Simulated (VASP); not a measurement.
Wanted: the native input for a VASP 6.6.1 run.

```
Task                   : single point
Functional             : PBEsol
Potentials or basis    : VASP PAW PBE potentials, release 64 (Sn_d, S)
Cutoff                 : 520 eV
k mesh                 : 7 × 6 × 1
Occupations            : gaussian, width 0.03 eV
Spin                   : no spin polarisation
Dipole correction      : yes
Further INCAR settings : ALGO = Fast; EDIFF = 1e-06
```

The structure of SnS lies in POSCAR:

```
SnS
1.0
    3.9856080000      0.0000000000      0.0000000000
    0.0000000000      4.2298580000      0.0000000000
    0.0000000000      0.0000000000     29.0217675300
Sn S
6 6
Direct
    0.7500000000      0.8900090000      0.2584267100
    0.2500000000      0.3900090000      0.3590247400
    0.7500000000      0.6099910000      0.4497009900
    0.2500000000      0.1099910000      0.5502990100
    0.7500000000      0.8900090000      0.6409752600
    0.2500000000      0.3900090000      0.7415732900
    0.2500000000      0.4743740000      0.2692264400
    0.7500000000      0.9743740000      0.3482250100
    0.2500000000      0.0256260000      0.4605007100
    0.7500000000      0.5256260000      0.5394992900
    0.2500000000      0.4743740000      0.6517749900
    0.7500000000      0.9743740000      0.7307735600
```

The input as run:

INCAR

```
ALGO = Fast ; DIPOL = 0.5 0.5 0.500
EDIFF = 1E-6 ; ENCUT = 520
GGA = PS ; ICORELEVEL = 1
IDIPOL = 3 ; ISIF = 2
ISMEAR = 0 ; KPAR = 4
LASPH = T ; LCHARG = F
LDIPOL = T ; LREAL = F
LVACPOTAV = T ; LVHAR = T
LWAVE = F ; NELM = 80
PREC = Accurate ; SIGMA = 0.03
```

KPOINTS

```
k-points
0
Gamma
  7 6 1
```

Potentials or basis: VASP PAW PBE potentials, release 64 (Sn_d, S).

Run with:

```bash
$ cat potpaw_PBE.64/Sn_d/POTCAR potpaw_PBE.64/S/POTCAR > POTCAR
$ mpirun -np 4 vasp_std > vasp.out
```

It gave:

- Largest force: 0.226 eV/Å
- Band gap on the k mesh: 0.92 eV, indirect (least direct gap 1.31 eV)
- Ionisation potential of the upper face: 4.35 eV

Caveat: the PAW data sets were made with another functional, which shifts forces and pressure a little; spin-orbit coupling is left out, which moves the levels of the heavy elements.

Wall time 3.3 min on 4 MPI ranks on Intel(R) Xeon(R) 6975P-C (Granite Rapids), on a shared host, peak memory 0.71 GiB a rank.
